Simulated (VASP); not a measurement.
Consider the following.

```
BaTiO3
1.0
    4.09443     0.00000     0.00000
    0.00000     4.09443     0.00000
    0.00000     0.00000     4.09443
Ba Ti O
1 1 3
Direct
  0.00000   0.00000   0.00000
  0.50000   0.50000   0.50000
  0.50000   0.00000   0.50000
  0.00000   0.50000   0.50000
  0.50000   0.50000   0.00000
```

Method: revTPSS meta-GGA, VASP's PBE PAW potentials (set 64) (plane waves; VASP). Numerical set-up: 520 eV cut-off, 6×6×6 Γ-centred mesh, Gaussian smearing of 0.050 eV, potentials Ba_sv Ti_sv O.

Q: Give the stress tensor in GPa (positive for a compressed cell).

A: 
```
-8.86   0.00   0.00
 0.00  -8.86   0.00
 0.00   0.00  -8.86
```
The pressure is its mean diagonal, -8.86 GPa.

The compound is BaTiO3 in the cubic perovskite structure, the ideal cubic form; the compound distorts at low or room temperature. This cell is one point of a volume scan, at 1.06 of the reference volume.
